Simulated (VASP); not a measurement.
```
Zn
1.0
    1.26819    -2.19657     0.00000
    1.26819     2.19657     0.00000
    0.00000     0.00000     4.28994
Zn
2
Cartesian
  1.26819   0.73219   1.07249
  1.26819  -0.73219   3.21746
```

Method: PBE GGA, VASP's PBE PAW potentials (set 64) (plane waves; VASP). Numerical set-up: 500 eV cut-off, 16×16×9 Γ-centred mesh, first-order Methfessel-Paxton smearing of 0.10 eV, potentials Zn.

Energy and stress use the plane-wave basis of the starting cell.

Q: The ions, cell shape and volume at an external pressure of 45.0 GPa are relaxed. Predict the relaxed structure.

A: 
```
Zn
1.0
    1.26369    -2.18878     0.00000
    1.26369     2.18878     0.00000
    0.00000     0.00000     4.04462
Zn
2
Cartesian
  1.26369   0.72959   1.01116
  1.26369  -0.72959   3.03347
```
Space group P6_3/mmc (194), at a tolerance of 0.03 Å.

Q: How do energy and volume change from the first to the last step?

A: The energy (σ→0) changes by +174.1 meV/atom and the volume by -6.4 %, in 17 ionic steps.

The compound is Zn in the hcp structure. This run relaxes it under an external pressure of 45 GPa. Symmetry was kept, so distortions that lower it aren't found.
